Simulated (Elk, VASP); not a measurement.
The input files of a VASP run:

### INCAR
```
ALGO = Normal
NELM = 100
SIGMA = 0.01   ! width (eV)
EDIFF = 1E-6
ISIF = 2   ! forces and stress, cell fixed
ISMEAR = -1   ! Fermi-Dirac
LMAXMIX = 4   ! l cut-off of mixed one-centre charges
PREC = Accurate
ENCUT = 300   ! plane-wave cut-off (eV)
LCHARG = .False.
LWAVE = .False.
SYSTEM = MgSe
LREAL = .False.
GGA = PE
LASPH = .True.
```

POSCAR:
```
MgSe
1
    0.0000000000     2.7300000000     2.7300000000
    2.7300000000     0.0000000000     2.7300000000
    2.7300000000     2.7300000000     0.0000000000
Mg Se
1 1
Direct
  0.0000000000   0.0000000000   0.0000000000
  0.5000000000   0.5000000000   0.5000000000
```

KPOINTS:
```
Automatic mesh
0
Gamma
2 2 2
0 0 0
```

POTCAR, in this order: Mg Se (PBE.64 set). Program: vasp_std.

Problem. Translate it to Elk.

Solution. One input that does it (PBE, all-electron FP-LAPW, Elk's shipped species files, APW+lo basis with extra local orbitals):
```
tasks
  0

xctype
  20

rgkmax
  8.0

gmaxvr
  16.0

nxlo
  2

lorbcnd
  .true.

lmaxi
  3

swidth
  0.000367493

maxscl
  100

avec
    0.0000000000    5.1589523202    5.1589523202
    5.1589523202    0.0000000000    5.1589523202
    5.1589523202    5.1589523202    0.0000000000

sppath
  'species/'

atoms
  2
  'Mg.in'
  1
  0.0000000000  0.0000000000  0.0000000000    0.0 0.0 0.0
  'Se.in'
  1
  0.5000000000  0.5000000000  0.5000000000    0.0 0.0 0.0

ngridk
  2 2 2
```
Both inputs were run and reached self-consistency, which says nothing on mesh or cut-off. Potentials, basis and cut-offs are each code's own, so they don't translate, and total energies aren't comparable.

VASP also gives the stress here, which the Elk input doesn't ask for.

The structure is a typed MgSe crystal (Fm-3m). The cell was not relaxed at this level, and it may have been scaled.
